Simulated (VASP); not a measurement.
Calculation: PBEsol GGA, VASP's PBE PAW potentials (set 64) (plane waves; VASP).

The input files of a VASP run:

### POSCAR
```
BBi
1.0
  0.0000000000   2.3807504657   2.3807504657
  2.3807504657   0.0000000000   2.3807504657
  2.3807504657   2.3807504657   0.0000000000
B Bi
1 1
direct
  1.0000000000   0.0000000000   1.0000000000
  0.5000000000   0.5000000000   0.5000000000
```

**INCAR**
```
! general
SYSTEM  = BBi
PREC    = Accurate
ENCUT   = 620
LREAL   = .FALSE.
LASPH   = .TRUE.

! electronic loop
EDIFF   = 1E-6
NELM    = 100
ALGO    = Normal
LMAXMIX = 4

! smearing
ISMEAR  = 1
SIGMA   = 0.1

! functional
GGA     = PS

! ions
IBRION  = 2
NSW     = 40
ISIF    = 3
EDIFFG  = -0.02
PSTRESS = 450

! output
LWAVE   = .FALSE.
LCHARG  = .FALSE.
```

**KPOINTS**
```
Automatic mesh
0
Gamma
13 13 13
0 0 0
```

POTCAR, in this order: B Bi_d (PBE.64 set). Program: vasp_std.

Output

**OUTCAR**
```
 ion  position               nearest neighbor table
   1  0.000  0.000  0.000-   2 2.38   2 2.38   2 2.38   2 2.38   2 2.38   2 2.38
   2  0.500  0.500  0.500-   1 2.38   1 2.38   1 2.38   1 2.38   1 2.38   1 2.38
  LATTYP: Found a face centered cubic cell.
 ALAT       =     4.7615009314
 Subroutine PRICEL returns:
 Original cell was already a primitive cell.
 Subroutine GETGRP returns: Found 48 space group operations
The static configuration has the point symmetry O_h .
The dynamic configuration has the point symmetry O_h .
 Subroutine INISYM returns: Found 48 space group operations
 Subroutine IBZKPT returns following result:
 Found     84 irreducible k-points:

 Following reciprocal coordinates:
            Coordinates               Weight
  0.000000  0.000000  0.000000      1.000000
  0.076923  0.000000  0.000000      8.000000
  0.153846  0.000000  0.000000      8.000000
  0.230769  0.000000  0.000000      8.000000
  0.307692  0.000000  0.000000      8.000000
  0.384615  0.000000  0.000000      8.000000
  0.461538  0.000000  0.000000      8.000000
  0.076923  0.076923  0.000000      6.000000
  0.153846  0.076923  0.000000     24.000000
  0.230769  0.076923  0.000000     24.000000
  0.307692  0.076923  0.000000     24.000000
  0.384615  0.076923  0.000000     24.000000
  0.461538  0.076923  0.000000     24.000000
 -0.461538  0.076923  0.000000     24.000000
 -0.384615  0.076923  0.000000     24.000000
 -0.307692  0.076923  0.000000     24.000000
 -0.230769  0.076923  0.000000     24.000000
 -0.153846  0.076923  0.000000     24.000000
 -0.076923  0.076923  0.000000     12.000000
  0.153846  0.153846  0.000000      6.000000
  0.230769  0.153846  0.000000     24.000000
  0.307692  0.153846  0.000000     24.000000
  0.384615  0.153846  0.000000     24.000000
  0.461538  0.153846  0.000000     24.000000
 -0.461538  0.153846  0.000000     24.000000
 -0.384615  0.153846  0.000000     24.000000
 -0.307692  0.153846  0.000000     24.000000
 -0.230769  0.153846  0.000000     24.000000
 -0.153846  0.153846  0.000000     12.000000
  0.230769  0.230769  0.000000      6.000000
  0.307692  0.230769  0.000000     24.000000
  0.384615  0.230769  0.000000     24.000000
  0.461538  0.230769  0.000000     24.000000
 -0.461538  0.230769  0.000000     24.000000
 -0.384615  0.230769  0.000000     24.000000
 -0.307692  0.230769  0.000000     24.000000
 -0.230769  0.230769  0.000000     12.000000
  0.307692  0.307692  0.000000      6.000000
  0.384615  0.307692  0.000000     24.000000
  0.461538  0.307692  0.000000     24.000000
   k-points           NKPTS =     84   k-points in BZ     NKDIM =     84   number of bands    NBANDS=     13
   number of dos      NEDOS =    301   number of ions     NIONS =      2
   total plane-waves  NPLWV =  21952
   dimension x,y,z NGX =    28 NGY =   28 NGZ =   28
   dimension x,y,z NGXF=    56 NGYF=   56 NGZF=   56
   ions per type =               1   1
   PREC   = accura    normal or accurate (medium, high low for compatibility)
   ISTART =      0    job   : 0-new  1-cont  2-samecut
   ICHARG =      2    charge: 1-file 2-atom 10-const
   ISPIN  =      1    spin polarized calculation?
   LNONCOLLINEAR =      F non collinear calculations
   LSORBIT =      F    spin-orbit coupling
   INIWAV =      1    electr: 0-lowe 1-rand  2-diag
   ENCUT  =  620.0 eV  45.57 Ry    6.75 a.u.   6.84  6.84  6.84*2*pi/ulx,y,z
   NELM   =    100;   NELMIN=  2; NELMDL= -5     # of ELM steps
   EDIFF  = 0.1E-05   stopping-criterion for ELM
   LREAL  =      F    real-space projection
   NLSPLINE    = F    spline interpolate recip. space projectors
   LMAXMIX     =    4 max onsite mixed and CHGCAR
...
```

File OSZICAR:
```
       N       E                     dE             d eps       ncg     rms          rms(c)
DAV:   1     0.139722891179E+03    0.13972E+03   -0.11653E+04  2197   0.210E+03
DAV:   2    -0.420381435241E+00   -0.14014E+03   -0.13657E+03  2264   0.432E+02
DAV:   3    -0.870909574333E+01   -0.82887E+01   -0.80672E+01  2779   0.100E+02
DAV:   4    -0.888426403164E+01   -0.17517E+00   -0.17452E+00  2545   0.147E+01
DAV:   5    -0.888951912271E+01   -0.52551E-02   -0.52549E-02  2848   0.254E+00    0.392E+00
DAV:   6    -0.818712257805E+01    0.70240E+00   -0.13214E+00  2804   0.130E+01    0.145E+00
DAV:   7    -0.813927505356E+01    0.47848E-01   -0.24666E-01  2764   0.352E+00    0.612E-01
DAV:   8    -0.813320491104E+01    0.60701E-02   -0.18681E-02  2657   0.225E+00    0.105E-01
DAV:   9    -0.813250325636E+01    0.70165E-03   -0.17245E-03  3034   0.677E-01    0.431E-02
DAV:  10    -0.813243729202E+01    0.65964E-04   -0.45358E-04  2827   0.345E-01    0.137E-02
DAV:  11    -0.813243687206E+01    0.41996E-06   -0.33412E-05  2867   0.859E-02    0.599E-03
DAV:  12    -0.813243512454E+01    0.17475E-05   -0.14745E-06  1635   0.185E-02    0.593E-04
DAV:  13    -0.813243515703E+01   -0.32486E-07   -0.22563E-07  1292   0.570E-03
   1 F= -.55235914E+00 E0= -.55248734E+00  d E =-.552359E+00
```

**OUTCAR**
```
------------------------ aborting loop because EDIFF is reached ----------------------------------------
  FORCE on cell =-STRESS in cart. coord.  units (eV):
  Direction    XX          YY          ZZ          XY          YZ          ZX
  --------------------------------------------------------------------------------------
  Total        7.5568677      7.5568677      7.5568677      0.0000000      0.0000000     -0.0000000
  in kB      448.6222121    448.6222121    448.6222121      0.0000000      0.0000000     -0.0000000
  external PRESSURE =      -1.3777879 kB  Pullay stress =     450.0000000 kB
  volume of cell :       26.99
      direct lattice vectors                 reciprocal lattice vectors
     0.000000000  2.380750466  2.380750466    -0.210017810  0.210017810  0.210017810
     2.380750466  0.000000000  2.380750466     0.210017810 -0.210017810  0.210017810
     2.380750466  2.380750466  0.000000000     0.210017810  0.210017810 -0.210017810
 POSITION                                       TOTAL-FORCE (eV/Angst)
 -----------------------------------------------------------------------------------
      0.00000      0.00000      0.00000         0.000000     -0.000000     -0.000000
      2.38075      2.38075      2.38075        -0.000000      0.000000      0.000000
 -----------------------------------------------------------------------------------
    total drift:                                0.000000      0.000000      0.000000
  FREE ENERGIE OF THE ION-ELECTRON SYSTEM (eV)
  ---------------------------------------------------
  free  energy   TOTEN  =        -8.1324351570 eV

  energy  without entropy=       -8.1328197669  energy(sigma->0) =       -8.13256336
  enthalpy is  TOTEN    =        -0.5523591414 eV   P V=        7.5800760156

 reached required accuracy - stopping structural energy minimisation
```
(Selected blocks of OUTCAR.)

The structure was generated: BBi was put into the rock salt type (Fm-3m), which need not be its known phase. It was relaxed first under an external pressure of 45 GPa.
